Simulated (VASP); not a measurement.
Set up this calculation in VASP 6.6.1, as the native input.

```yaml
Task: single point
Functional: PBE
Potentials_or_basis: VASP PAW PBE potentials, release 64 (Sc_sv, B, S)
Cutoff: 520 eV
k_mesh: 4 × 4 × 4
Occupations: gaussian, width 0.1 eV
Spin: no spin polarisation
Dipole_correction: no
Further_INCAR_settings: ALGO = Normal; EDIFF = 1e-06; NBANDS = 24
```

The structure of ScBS3 lies in POSCAR:

```
ScBS3
1.0
    4.2988930900      0.0000000000      0.0000000000
    0.0000000000      4.2988930900      0.0000000000
    0.0000000000      0.0000000000      4.2988930900
Sc B S
1 1 3
Direct
    0.5000000000      0.5000000000      0.5000000000
    0.0000000000      0.0000000000      0.0000000000
    0.5000000000      0.0000000000      0.0000000000
    0.0000000000      0.5000000000      0.0000000000
    0.0000000000      0.0000000000      0.5000000000
```

The cell was built by a generator and needn't be a form met in nature.

The input as run:

INCAR

```
SYSTEM = ScBS3
PREC = Accurate
ENCUT = 520
EDIFF = 1E-6
ISMEAR = 0
SIGMA = 0.1
LREAL = .FALSE.
LASPH = .TRUE.
NELM = 60
ALGO = Normal
ISIF = 2
LWAVE = .FALSE.
LCHARG = .FALSE.
GGA = PE
NBANDS = 24
```

KPOINTS

```
regular mesh
0
G
  4 4 4
  0 0 0
```

Potentials or basis: VASP PAW PBE potentials, release 64 (Sc_sv, B, S).

Run with:

```console
$ cat potpaw_PBE.64/Sc_sv/POTCAR potpaw_PBE.64/B/POTCAR potpaw_PBE.64/S/POTCAR > POTCAR
$ mpirun -np 1 vasp_std > vasp.out
```

Results of the run:

The pressure is -4.2 GPa. The band gap on the k mesh is none (metal or under the smearing width).

Caveat: the k mesh is coarse (spacing up to 0.37 Å⁻¹), so the values aren't converged.

Run time: 22 s on 1 thread of AMD EPYC 7R13 Processor (Zen 3), with other jobs on the host, peak memory 0.14 GiB.
